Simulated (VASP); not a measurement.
Wanted: the native input for a VASP 6.6.1 run.

- Task: relaxation of cell and atoms
- Functional: LDA
- Potentials or basis: VASP PAW LDA potentials, release 64 (Fe)
- Cutoff: 600 eV
- k mesh: 18 × 18 × 18
- Occupations: methfessel-paxton, width 0.1 eV
- Spin: collinear spin, ferromagnetic start
- Starting moments: [2.5] μB
- Further INCAR settings: ALGO = Normal; EDIFF = 1e-07; AMIX = 0.2; BMIX = 0.0001; IBRION = 2; EDIFFG = -0.005; NSW = 90; ISIF = 3

The structure of Fe lies in POSCAR:

```
Fe                                      
1.0
   -1.3731950906      1.3731950906      1.3731950906
    1.3731950906     -1.3731950906      1.3731950906
    1.3731950906      1.3731950906     -1.3731950906
  Fe            
     1
Direct
     0.0000000000000000    0.0000000000000000    0.0000000000000000
```

The input as run:

INCAR

```
ALGO     = Normal         # electronic algorithm
AMIX     = 0.2          
AMIX_MAG = 0.8          
BMIX     = 1E-4         
BMIX_MAG = 1E-4         
EDIFF    = 1E-7           # SCF threshold, eV
EDIFFG   = -0.005         # ionic threshold
ENCUT    = 600            # plane-wave cutoff, eV
IBRION   = 2              # ionic algorithm
ISIF     = 3              # what is computed and relaxed
ISMEAR   = 1              # smearing method
ISPIN    = 2              # spin polarisation
LASPH    = True           # aspherical terms in the spheres
LCHARG   = False          # write CHGCAR
LMAXMIX  = 4              # l up to which the mixer works
LORBIT   = 11             # projections on sites
LREAL    = False          # projectors in reciprocal space
LWAVE    = False          # write WAVECAR
MAGMOM   = 2.5            # initial moments
NELM     = 150            # most SCF steps
NSW      = 90             # ionic steps
PREC     = Accurate       # precision mode
SIGMA    = 0.1            # smearing width, eV
```

KPOINTS

```
k-points
0
Gamma
  18 18 18
```

Potentials or basis: VASP PAW LDA potentials, release 64 (Fe).

Launch:

```console
$ cat potpaw_LDA.64/Fe/POTCAR > POTCAR
$ mpirun -np 1 vasp_std > vasp.out
```

It gave:

* Pressure after relaxing: 0.0 GPa
* Band gap on the k mesh: none (metal or under the smearing width)
* Net moment: 1.95 μB per cell
* Site moments: Fe +1.92 μB
* Valence electrons inside the program's atomic spheres: Fe 7.49

Caveat: the relaxation stopped at its first step, so nothing moved.

It took 18 s on 1 thread of Intel(R) Xeon(R) 6975P-C (Granite Rapids) (shared host), peak memory 0.15 GiB.
